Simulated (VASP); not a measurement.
Shape and ions are relaxed at each volume.

```yaml
crystal:
  lattice:
    - [2.21505, -3.83658, 0.00000]
    - [2.21505, 3.83658, 0.00000]
    - [0.00000, 0.00000, 5.02320]
  atoms:
    - { symbol: Se, position: [0.00000, 0.22155, 0.66667] }
    - { symbol: Se, position: [0.77845, 0.77845, 0.00000] }
    - { symbol: Se, position: [0.22155, 0.00000, 0.33333] }
```

Computed with SCAN meta-GGA, VASP's PBE PAW potentials (set 64) (plane waves; VASP). Numerical set-up: 520 eV cut-off, 6×6×5 Γ-centred mesh, Gaussian smearing of 0.050 eV, potentials Se.

Problem. Give the energy at these volumes per atom, relative to the lowest: 26.48, 27.32, 28.17, 29.01, 29.86 Å³.

Solution. 5.3, 1.6, 0.0, 0.3, 1.9 meV/atom. A third-order Birch-Murnaghan fit gives B0 = 10.7 GPa and B0′ = 5.9.

The compound is Se in the trig structure. It was relaxed first.
